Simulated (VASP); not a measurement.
NaY:

```
Na Y
1.0
     3.60925    0.00000    0.00000
     0.00000    3.60925    0.00000
     0.00000    0.00000    3.60925
Na Y
1 1
Direct
  0.50000 0.50000 0.50000
  0.00000 0.00000 0.00000
```

The cell was built by a generator and needn't be a form met in nature.

The cell isn't the ideal one: species swapped into the SmCd type (Pm-3m, No. 221).

* Program: VASP 6.6.1
* Task: relaxation of cell and atoms
* Functional: PBE
* Potentials or basis: VASP PAW PBE potentials, release 64 (Na_pv, Y_sv)
* Cutoff: 600 eV
* k mesh: 6 × 6 × 6
* Occupations: gaussian, width 0.1 eV
* Spin: no spin polarisation

At the start: pressure 13.4 GPa; volume 23.51 Å³/atom.

Question: How do energy, volume and symmetry change on relaxing?

Answer: Over 4 steps the energy falls by 287.8 meV/atom and the volume is 32.28 Å³/atom (+37.3 %); space group Pm-3m (No. 221, to 0.05 Å).

The path:
| step | energy change (eV) | largest force (eV/Å) | pressure (GPa) | volume (Å³) |
| --- | --- | --- | --- | --- |
| 1 | 0.0000 | 0.0000 | 13.38 | 47.02 |
| 2 | -0.5657 | 0.0000 | 1.17 | 61.68 |
| 3 | -0.5749 | 0.0000 | -0.28 | 65.32 |
| 4 | -0.5756 | 0.0000 | 0.01 | 64.56 |

Final structure:
```yaml
crystal:
  lattice:
    - [4.01170, 0.00000, 0.00000]
    - [0.00000, 4.01170, 0.00000]
    - [0.00000, 0.00000, 4.01170]
  atoms:
    - { symbol: Na, position: [0.50000, 0.50000, 0.50000] }
    - { symbol: Y, position: [0.00000, 0.00000, 0.00000] }
```

Caveat: the volume moved by over 15 % at a fixed basis, so the end points are rough.
